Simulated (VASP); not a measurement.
## GeRh (space group P2_13): computed properties

The numbers are results of r2SCAN meta-GGA, VASP's PBE PAW potentials (set 64) (plane waves; VASP), not measurements.

For GeRh, the space group comes out as P2_13 (198). The cell is a = b = c = 4.897 Å, α = β = γ = 90.00° and the volume per atom comes out as 14.68 Å^3/atom. The band gap (over mesh and band path) is none (metal, semimetal or under 0.01 eV) and the density comes out as 9.93 g/cm³.

Space group P2₁3 (No. 198); a = b = c = 4.8969 Å, α = β = γ = 90.00°

```tsv
atom	site	symmetry	x	y	z
Ge	4a	.3.	0.8343	0.8343	0.8343
Rh	4a	.3.	0.1186	0.1186	0.1186
```

The structure comes from a computed database's GeRh entry (P2_13); how it stands against other phases isn't given here. It was relaxed first. Symmetry was kept, so distortions that lower it aren't found.
